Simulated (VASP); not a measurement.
An input for Ansatz (written as the equivalent of a VASP run, and not itself run):

Ansatz 0.2 input:
```yaml
crystal:
  lattice:
    - [0.0000000, 3.3075802, 3.3075802]
    - [3.3075802, 0.0000000, 3.3075802]
    - [3.3075802, 3.3075802, 0.0000000]
  atoms:
    - { symbol: Ag, position: [1.0000000, 1.0000000, 1.0000000] }
    - { symbol: I, position: [0.2500000, 0.2500000, 0.2500000] }
kpoints:
  mp_grid: { grid: [6, 6, 6] }
hamiltonian:
  xc: pbe
  pseudopotentials: { kind: paw }
scf:
  occupations: { method: gaussian, width: 0.05 }
  max_iter: 100
relax:
  max_steps: 40
  f_tol: 0.01
  cell: { p_target: 30 }
output: { forces: true, stress: true, eigenvalues: true }
```

**Question.** Write the VASP files for the same calculation (PBE).

**Answer.** This is not unique; one that fits is 
### INCAR
```
ALGO=Normal
EDIFF=1E-7
EDIFFG=-0.01
ENCUT=480
GGA=PE
IBRION=2
ISIF=3
ISMEAR=0
LASPH=.TRUE.
LCHARG=.FALSE.
LMAXMIX=4
LREAL=.FALSE.
LWAVE=.FALSE.
NELM=100
NSW=40
PREC=Accurate
PSTRESS=300
SIGMA=0.05
SYSTEM=AgI
```

POSCAR:
```
AgI
1.0
  0.0000000000   3.3075802472   3.3075802472
  3.3075802472   0.0000000000   3.3075802472
  3.3075802472   3.3075802472   0.0000000000
Ag I
1 1
Direct
  1.0000000000   1.0000000000   1.0000000000
  0.2500000000   0.2500000000   0.2500000000
```

**KPOINTS**
```
K-points
0
G
6 6 6
```

POTCAR, in this order: Ag I (PBE.64 set). Program: vasp_std.

The two are equivalent in intent, not identical: each code has its own PAW files, so the cut-off isn't converted (ENCUT is set for VASP's; basis.ecutwfc is left out, and Ansatz then takes the one that its files recommend); Ansatz stops its SCF on the density residual and VASP on the energy change (EDIFF).

The compound is AgI in the zinc blende structure, whereas wurtzite is the usual form. This run relaxes it under an external pressure of 30 GPa. Symmetry was kept, so distortions that lower it aren't found.
